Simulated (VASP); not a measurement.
An input for Quantum ESPRESSO's pw.x (written as the equivalent of a VASP run, and not itself run):

```
&CONTROL
  calculation = 'scf'
  pseudo_dir = './pseudo'
  outdir = './out'
  tprnfor = .true.
  tstress = .true.
/
&SYSTEM
  ibrav = 0
  nat = 1
  ntyp = 1
  ecutwfc = 82
  occupations = 'smearing'
  smearing = 'methfessel-paxton'
  degauss = 0.00735
  input_dft = 'vdw-df-cx'
/
&ELECTRONS
  conv_thr = 7.3e-09
  electron_maxstep = 100
/
ATOMIC_SPECIES
  Pd 106.420 Pd.upf
CELL_PARAMETERS angstrom
     0.0000000    1.9413783    1.9413783
     1.9413783    0.0000000    1.9413783
     1.9413783    1.9413783    0.0000000
ATOMIC_POSITIONS crystal
  Pd   0.0000000  0.0000000  0.0000000
K_POINTS automatic
  16 16 16 0 0 0
```

Task: Write the VASP files for the same calculation (vdW-DF-cx).

Result: Several could match; the one computed here: 
INCAR:
```
! general
SYSTEM  =Pd
PREC    =Accurate
ENCUT   =520   ! plane-wave cut-off (eV)
LREAL   =.FALSE.
LASPH   =.TRUE.

! electronic loop
EDIFF   =1E-7   ! SCF stop (eV)
NELM    =100   ! most electronic steps
ALGO    =Normal
LMAXMIX =4   ! l cut-off of mixed one-centre charges

! smearing
ISMEAR  =1
SIGMA   =0.1

! functional
GGA     =CX
LUSE_VDW=.TRUE.
AGGAC   =0.0

! ions
ISIF    =2   ! forces and stress, cell fixed

! output
LWAVE   =.FALSE.
LCHARG  =.FALSE.
```

File KPOINTS:
```
Automatic mesh
0
Gamma
16 16 16
```

### POSCAR
```
Pd
1
    0.0000000000     1.9413782888     1.9413782888
    1.9413782888     0.0000000000     1.9413782888
    1.9413782888     1.9413782888     0.0000000000
Pd
1
Direct
  0.0000000000   0.0000000000   0.0000000000
```

POTCAR, in this order: Pd (PBE.64 set). Program: vasp_std.

Limits of the translation: the potentials are each code's own (VASP's PAW set, PseudoDojo norm-conserving files in pw.x), so ENCUT and ecutwfc are chosen apart and not converted; conv_thr bounds pw.x's estimated SCF error, while EDIFF bounds the energy change between steps.

The compound is Pd in the fcc structure. It was relaxed first.
